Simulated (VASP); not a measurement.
Method: PBE GGA, VASP's PBE PAW potentials (set 64) (plane waves; VASP).

VASP ran on this input.

File POSCAR:
```
Si3N4
1
    0.0000000000     4.0353300000     4.0353300000
    4.0353300000     0.0000000000     4.0353300000
    4.0353300000     4.0353300000     0.0000000000
Si N
6 8
Direct
  0.1250000000   0.1250000000   0.1250000000
  0.6250000000   0.1250000000   0.1250000000
  0.1250000000   0.6250000000   0.1250000000
  0.1250000000   0.1250000000   0.6250000000
  0.7500000000   0.7500000000   0.7500000000
  0.5000000000   0.5000000000   0.5000000000
  0.3626000000   0.3626000000   0.3626000000
  0.9122000000   0.3626000000   0.3626000000
  0.3626000000   0.9122000000   0.3626000000
  0.3626000000   0.3626000000   0.9122000000
  0.8874000000   0.8874000000   0.8874000000
  0.3378000000   0.8874000000   0.8874000000
  0.8874000000   0.3378000000   0.8874000000
  0.8874000000   0.8874000000   0.3378000000
```

INCAR:
```
ISIF = 2   ! forces and stress, cell fixed
GGA = PE   ! PBE
ISMEAR = 0   ! Gaussian
LREAL = Auto   ! projection in real space or not
LASPH = .TRUE.   ! aspherical one-centre terms
SIGMA = 0.272   ! width (eV)
EDIFF = 1E-6   ! SCF stop (eV)
SYSTEM = Si3N4
ALGO = Normal
LCHARG = .FALSE.
NELM = 100
LWAVE = .FALSE.
PREC = Accurate
ENCUT = 280
```

**KPOINTS**
```
Automatic mesh
0
Gamma
4 4 4
0 0 0
```

POTCAR, in this order: Si N (PBE.64 set). Program: vasp_std.

Output of the run:

### OSZICAR
```
       N       E                     dE             d eps       ncg     rms          rms(c)
DAV:   1     0.173773415296E+03    0.17377E+03   -0.22142E+04   640   0.903E+02
DAV:   2    -0.108292256067E+03   -0.28207E+03   -0.27157E+03   832   0.224E+02
DAV:   3    -0.120501383034E+03   -0.12209E+02   -0.12134E+02   768   0.522E+01
DAV:   4    -0.120671673073E+03   -0.17029E+00   -0.16984E+00   784   0.634E+00
DAV:   5    -0.120675176268E+03   -0.35032E-02   -0.35024E-02   752   0.821E-01    0.237E+01
DAV:   6    -0.110555850183E+03    0.10119E+02   -0.38527E+01   712   0.247E+01    0.119E+01
DAV:   7    -0.110504224052E+03    0.51626E-01   -0.15701E+00   824   0.544E+00    0.629E+00
DAV:   8    -0.110469249902E+03    0.34974E-01   -0.73099E-02   736   0.144E+00    0.160E+00
DAV:   9    -0.110468583810E+03    0.66609E-03   -0.11936E-02   768   0.577E-01    0.304E-01
DAV:  10    -0.110469487573E+03   -0.90376E-03   -0.15484E-03   736   0.201E-01    0.804E-02
DAV:  11    -0.110469530007E+03   -0.42434E-04   -0.45313E-04   768   0.958E-02    0.196E-02
DAV:  12    -0.110469531194E+03   -0.11872E-05   -0.29034E-05   760   0.265E-02    0.587E-03
DAV:  13    -0.110469532766E+03   -0.15723E-05   -0.27975E-06   648   0.897E-03    0.244E-03
DAV:  14    -0.110469532843E+03   -0.76750E-07   -0.40248E-07   464   0.341E-03
   1 F= -.11046953E+03 E0= -.11046953E+03  d E =-.749347E-10
```

OUTCAR:
```
------------------------ aborting loop because EDIFF is reached ----------------------------------------
  FORCE on cell =-STRESS in cart. coord.  units (eV):
  Direction    XX          YY          ZZ          XY          YZ          ZX
  --------------------------------------------------------------------------------------
  Total      -45.9944012    -45.9944012    -45.9944012      0.0000000      0.0000000      0.0000000
  in kB     -560.7230219   -560.7230219   -560.7230219      0.0000000      0.0000000      0.0000000
  external PRESSURE =    -560.7230219 kB  Pullay stress =       0.0000000 kB
  volume of cell :      131.42
      direct lattice vectors                 reciprocal lattice vectors
     0.000000000  4.035330000  4.035330000    -0.123905604  0.123905604  0.123905604
     4.035330000  0.000000000  4.035330000     0.123905604 -0.123905604  0.123905604
     4.035330000  4.035330000  0.000000000     0.123905604  0.123905604 -0.123905604
 POSITION                                       TOTAL-FORCE (eV/Angst)
 -----------------------------------------------------------------------------------
      1.00883      1.00883      1.00883         0.000000      0.000000      0.000000
      1.00883      3.02650      3.02650         0.000000      0.000000      0.000000
      3.02650      1.00883      3.02650         0.000000      0.000000      0.000000
      3.02650      3.02650      1.00883         0.000000      0.000000      0.000000
      6.05300      6.05300      6.05300         0.000000      0.000000      0.000000
      4.03533      4.03533      4.03533         0.000000      0.000000      0.000000
      2.92642      2.92642      2.92642         0.994126      0.994126      0.994126
      2.92642      5.14424      5.14424         0.994126     -0.994126     -0.994126
      5.14424      2.92642      5.14424        -0.994126      0.994126     -0.994126
      5.14424      5.14424      2.92642        -0.994126     -0.994126      0.994126
      7.16190      7.16190      7.16190        -0.994126     -0.994126     -0.994126
      7.16190      4.94409      4.94409        -0.994126      0.994126      0.994126
      4.94409      7.16190      4.94409         0.994126     -0.994126      0.994126
      4.94409      4.94409      7.16190         0.994126      0.994126     -0.994126
 -----------------------------------------------------------------------------------
    total drift:                                0.000000      0.000000      0.000000
  FREE ENERGIE OF THE ION-ELECTRON SYSTEM (eV)
  ---------------------------------------------------
  free  energy   TOTEN  =      -110.4695328429 eV

  energy  without entropy=     -110.4695328429  energy(sigma->0) =     -110.46953284
```
(Selected blocks of OUTCAR.)

OUTCAR:
```
 val. band max:        7.8004998010   @ k =  -0.2500   0.2500   0.0000

 cond. band min:      10.8136935071   @ k =   0.0000   0.0000   0.0000


 Fermi energy:         9.0115383277

 k-point     1 :       0.0000    0.0000    0.0000
  band No.  band energies     occupation
      1     -10.2699      2.00000
      2      -7.5009      2.00000
      3      -6.4243      2.00000
      4      -6.4243      2.00000
      5      -6.4243      2.00000
      6      -5.6804      2.00000
      7      -5.6804      2.00000
      8      -5.6804      2.00000
      9      -1.8773      2.00000
     10      -0.8763      2.00000
     11      -0.4780      2.00000
     12      -0.4780      2.00000
     13      -0.4780      2.00000
     14       1.2019      2.00000
     15       1.2019      2.00000
     16       4.0313      2.00000
     17       4.0313      2.00000
     18       4.0313      2.00000
     19       5.6165      2.00000
     20       5.6165      2.00000
     21       5.6165      2.00000
     22       6.2264      2.00000
     23       6.2264      2.00000
     24       6.2264      2.00000
     25       6.9747      2.00000
     26       6.9747      2.00000
     27       7.7137      2.00000
     28       7.7137      2.00000
     29       7.7137      2.00000
     30       7.7239      2.00000
     31       7.7239      2.00000
     32       7.7239      2.00000
     33      10.8137      0.00000
     34      10.8137      0.00000
     35      10.8137      0.00000
     36      11.0185      0.00000
     37      11.7280      0.00000
     38      13.3761      0.00000
     39      14.7116      0.00000
     40      14.7116      0.00000

 k-point     2 :       0.2500    0.0000    0.0000
  band No.  band energies     occupation
      1      -9.9928      2.00000
      2      -7.8676      2.00000
      3      -6.8445      2.00000
      4      -6.3744      2.00000
      5      -6.3744      2.00000
      6      -5.8246      2.00000
      7      -5.8246      2.00000
      8      -5.7623      2.00000
...
```

At this cut-off the stress carries a Pulay error, which pulls relaxed volumes low.

The structure was generated: Si3N4 was put into an ordered model structure, which need not be its known phase. The cell was not relaxed at this level. The run is one of a series of settings (ENCUT = 280, ISMEAR = 0, SIGMA = 0.272, KPOINTS 4×4×4 Γ-centred mesh against the base run), some of them coarse on purpose.
